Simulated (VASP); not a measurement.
## WTe (relaxed from the NiAs type structure, space group P6_3/mmc): computed properties

All values below come from PBEsol GGA, VASP's PBE PAW potentials (set 64) (plane waves; VASP).

```yaml
space_group: P6_3/mmc (194)
cell: a = 4.3495 Å, b = 4.3495 Å, c = 5.1510 Å, α = 90.00°, β = 90.00°, γ = 120.00°
volume_per_atom: 21.10 Å^3/atom
band gap (over mesh and band path): none (metal, semimetal or under 0.01 eV)
density: 12.26 g/cm³
```

```xyz
4
Lattice="4.3495 0.0000 0.0000 -2.1748 3.7668 0.0000 0.0000 0.0000 5.1510" Properties=species:S:1:pos:R:3 pbc="T T T"
W     -2.1748     3.7668     0.0000
W     -2.1748     3.7668     2.5755
Te     0.0000     2.5112     1.2878
Te     2.1748     1.2556     3.8633
```

Unless said otherwise, spin-orbit coupling is left out, though it shifts the bands of the heavy elements here.

The structure was generated: WTe was put into the NiAs type type (P6_3/mmc), which need not be its known phase. It was relaxed first, which changed the volume by -36 %. Symmetry was kept, so distortions that lower it aren't found.
